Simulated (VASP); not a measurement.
Here is the system:

```xyz
4
Lattice="3.9784 0.0000 0.0000 0.0000 3.9784 0.0000 0.0000 0.0000 3.9784" Properties=species:S:1:pos:R:3 pbc="T T T"
Rh     0.0000     0.0000     0.0000
Ag     1.9892     1.9892     0.0000
Ag     1.9892     0.0000     1.9892
Ag     0.0000     1.9892     1.9892
```

Computed with PBEsol GGA, VASP's PBE PAW potentials (set 64) (plane waves; VASP). Run with 400 eV cut-off, Gaussian smearing of 0.050 eV, potentials Rh_pv Ag.

**Question.** Give the energies of bands 14 to 27 at the high-symmetry points, in eV from the Fermi level.

**Answer.** 
```csv
band,Γ,X,M,R
14,-3.12,-3.57,-3.83,-3.79
15,-3.12,-3.57,-3.83,-3.79
16,-2.47,-3.43,-3.82,-2.45
17,-2.23,-3.40,-3.80,-2.45
18,-2.23,-3.37,-3.38,-2.45
19,-2.23,-2.96,-3.38,-0.62
20,-0.37,-2.22,-2.58,-0.62
21,-0.37,-1.28,-1.03,-0.62
22,0.26,-1.28,-1.03,-0.22
23,0.26,-0.80,-0.72,-0.06
24,0.26,-0.56,0.21,-0.06
25,2.34,0.21,0.21,0.32
26,2.34,7.36,1.62,0.32
27,2.34,7.39,1.88,0.32
```

It has no gap at this level: it comes out as a metal or semimetal.

The structure was generated: Ag3Rh was put into an ordered model structure (Pm-3m), which need not be its known phase. It was relaxed first.
